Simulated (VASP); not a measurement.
VASP input:

### POSCAR
```
Cu3Au
1
    3.6775962747     0.0000000000     0.0000000000
   -0.0000000000     3.6775962747    -0.0000000000
    0.0000000000     0.0000000000     3.6775962747
Cu Au
3 1
Direct
  0.0000000000   0.5000000000   0.5000000000
  0.5000000000   0.0000000000   0.5000000000
  0.5000000000   0.5000000000   0.0000000000
  0.0000000000   0.0000000000   0.0000000000
```

**INCAR**
```
ALGO=Normal
EDIFF=1E-6
EDIFFG=-0.02
ENCUT=500
IBRION=2
ISIF=3
ISMEAR=1
LASPH=T
LCHARG=F
LMAXMIX=6
LREAL=F
LWAVE=F
NELM=100
NSW=40
PREC=Accurate
SIGMA=0.1
SYSTEM=Cu3Au
```

File KPOINTS:
```
Automatic mesh
0
Gamma
8 8 8
0 0 0
```

POTCAR, in this order: Cu Au (LDA.64 set). Program: vasp_std.

**Question.** Translate this LDA calculation to Ansatz.

**Answer.** One equivalent input (not run):
Ansatz 0.2 input:
```yaml
crystal:
  lattice:
    - [3.6775963, 0.0000000, 0.0000000]
    - [0.0000000, 3.6775963, 0.0000000]
    - [0.0000000, 0.0000000, 3.6775963]
  atoms:
    - { symbol: Cu, position: [0.0000000, 0.5000000, 0.5000000] }
    - { symbol: Cu, position: [0.5000000, 0.0000000, 0.5000000] }
    - { symbol: Cu, position: [0.5000000, 0.5000000, 0.0000000] }
    - { symbol: Au, position: [0.0000000, 0.0000000, 0.0000000] }
kpoints:
  mp_grid: { grid: [8, 8, 8] }
hamiltonian:
  xc: lda
  pseudopotentials: { kind: paw }
scf:
  occupations: { method: methfessel_paxton, width: 0.1 }
  max_iter: 100
relax:
  max_steps: 40
  f_tol: 0.02
  cell: {}
output: { forces: true, stress: true, eigenvalues: true }
```
What does not carry over: each code has its own PAW files, so the cut-off isn't converted (ENCUT is set for VASP's; basis.ecutwfc is left out, and Ansatz then takes the one that its files recommend); Ansatz stops its SCF on the density residual and VASP on the energy change (EDIFF); Ansatz's lda is the Perdew-Wang form, while the LDA potentials of VASP carry Perdew-Zunger's.

The compound is Cu3Au in the L1_2 structure. It was relaxed first, which changed the volume by -6 %.
